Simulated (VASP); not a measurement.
Energy against volume of LiCl (rock salt). Level of theory: vdW-DF2, VASP's PBE PAW potentials (set 64) (plane waves; VASP 6.6.1).

```json
[
 {"V (Å³/atom)": "16.393", "E (eV/atom)": "-2.62483"},
 {"V (Å³/atom)": "16.916", "E (eV/atom)": "-2.63128"},
 {"V (Å³/atom)": "17.439", "E (eV/atom)": "-2.63383"},
 {"V (Å³/atom)": "17.963", "E (eV/atom)": "-2.63299"},
 {"V (Å³/atom)": "18.486", "E (eV/atom)": "-2.62940"}
]
```

**Question.** Fit a third-order Birch-Murnaghan equation of state.

**Answer.** 
The volume per atom is 17.56 Å^3/atom and the bulk modulus is 32.7 GPa. The pressure derivative of the bulk modulus comes out as 4.70 and the lattice constant a is 5.199 Å.

The compound is LiCl in the rock salt structure. It was relaxed first.
